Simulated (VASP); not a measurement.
VASP ran on this input.

### INCAR
```
SYSTEM = SnC
PREC = Accurate
ENCUT = 620
EDIFF = 1E-6
NELM = 100
ALGO = Normal
LREAL = .FALSE.
LASPH = .TRUE.
ISMEAR = 1
SIGMA = 0.1
GGA = PS
LMAXMIX = 4
LWAVE = .FALSE.
LCHARG = .FALSE.
IBRION = 2
ISIF = 3
NSW = 40
EDIFFG = -0.02
PSTRESS = 100
```

### POSCAR
```
SnC
1
    3.2538771512     0.0000000000    -0.0000000000
   -1.6269385756     2.8179403581     0.0000000000
    0.0000000000    -0.0000000000     5.6678961964
Sn C
2 2
Direct
  1.0000000000   0.0000000000   0.0000000000
  1.0000000000   0.0000000000   0.5000000000
  0.3333330000   0.6666670000   0.2500000000
  0.6666670000   0.3333330000   0.7500000000
```

**KPOINTS**
```
Automatic mesh
0
Gamma
11 11 6
0 0 0
```

POTCAR, in this order: Sn_d C (PBE.64 set). Program: vasp_std.

**Question.** Translate this PBEsol calculation to Ansatz.

**Answer.** One equivalent input (not run):
Ansatz 0.2 input:
```yaml
crystal:
  lattice:
    - [3.2538772, 0.0000000, 0.0000000]
    - [-1.6269386, 2.8179404, 0.0000000]
    - [0.0000000, 0.0000000, 5.6678962]
  atoms:
    - { symbol: Sn, position: [1.0000000, 0.0000000, 0.0000000] }
    - { symbol: Sn, position: [1.0000000, 0.0000000, 0.5000000] }
    - { symbol: C, position: [0.3333330, 0.6666670, 0.2500000] }
    - { symbol: C, position: [0.6666670, 0.3333330, 0.7500000] }
kpoints:
  mp_grid: { grid: [11, 11, 6] }
hamiltonian:
  xc: pbesol
  pseudopotentials: { kind: paw }
scf:
  occupations: { method: methfessel_paxton, width: 0.1 }
  max_iter: 100
relax:
  max_steps: 40
  f_tol: 0.02
  cell: { p_target: 10 }
output: { forces: true, stress: true, eigenvalues: true }
```
Limits of the translation: each code has its own PAW files, so the cut-off isn't converted (ENCUT is set for VASP's; basis.ecutwfc is left out, and Ansatz then takes the one that its files recommend); Ansatz stops its SCF on the density residual and VASP on the energy change (EDIFF).

The structure was generated: SnC was put into the NiAs type type (P6_3/mmc), which need not be its known phase. It was relaxed first under an external pressure of 10 GPa.
